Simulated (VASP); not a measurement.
## Hf: equilibrium volume by level of theory

Symmetry: P6_3/mmc, No. 194, hexagonal system. Conventional cell: a = 3.192 Å, b = 3.192 Å, c = 5.045 Å, α = 90.00°, β = 90.00°, γ = 120.00°. Around Hf (site symmetry -6m2) lie 12 Hf at 3.12 to 3.19 Å.

| rung | level | program and potentials | cutoff (eV) | k mesh | smearing | equilibrium volume (Å³/atom) | notes |
| --- | --- | --- | --- | --- | --- | --- | --- |
| LDA | LDA | VASP, LDA PAW files Hf_pv, 600 eV | 600 | 15 × 15 × 8 | gaussian 0.1 | 20.85 | 10 valence electrons an atom on average |
| GGA | PBE | VASP, PBE PAW files Hf_pv, 600 eV | 600 | 15 × 15 × 8 | gaussian 0.1 | 22.45 | 10 valence electrons an atom on average |
| GGA + dispersion | PBE+D3(BJ) | VASP, PBE PAW files Hf_pv, 600 eV | 600 | 15 × 15 × 8 | gaussian 0.1 | 21.76 | 10 valence electrons an atom on average |
| GGA | PBEsol | VASP, PBE PAW files Hf, 580 eV | 580 | 15 × 15 × 8 | gaussian 0.1 | 21.44 | potentials made for PBE; 4 valence electrons an atom on average |
| GGA | PBEsol | VASP, PBE PAW files Hf_pv, 300 eV | 300 | 15 × 15 × 8 | gaussian 0.1 | 21.49 | potentials made for PBE; 10 valence electrons an atom on average |
| GGA | PBEsol | VASP, PBE PAW files Hf_pv, 480 eV | 480 | 15 × 15 × 8 | gaussian 0.1 | 21.53 | potentials made for PBE; 10 valence electrons an atom on average |
| GGA | PBEsol | VASP, PBE PAW files Hf_pv, 600 eV | 600 | 6 × 6 × 4 | gaussian 0.1 | 21.54 | coarse mesh; potentials made for PBE; 10 valence electrons an atom on average |
| GGA | PBEsol | VASP, PBE PAW files Hf_pv, 600 eV | 600 | 15 × 15 × 8 | gaussian 0.1 | 21.54 | potentials made for PBE; 10 valence electrons an atom on average |
| GGA | RPBE | VASP, PBE PAW files Hf_pv, 600 eV | 600 | 15 × 15 × 8 | gaussian 0.1 | 23.03 | potentials made for PBE; 10 valence electrons an atom on average |

Task: relaxation of cell and atoms. All rows: no spin polarisation. Smearing widths are in eV. For a metal such meshes aren't converged. Meshes differ between rows, which moves values too. Meshes are those of the run's cell of 2 atoms unless a note names another. Relaxations start from the cell shown or near it and stop with a little pressure left. Runs on faulty files, with rough fits or with known faults for this quantity aren't shown. No row holds spin-orbit coupling.

By rung: LDA 20.85; GGA 21.44 to 23.03; GGA + dispersion 21.76; GGA on coarse meshes 21.54 (Å³/atom).
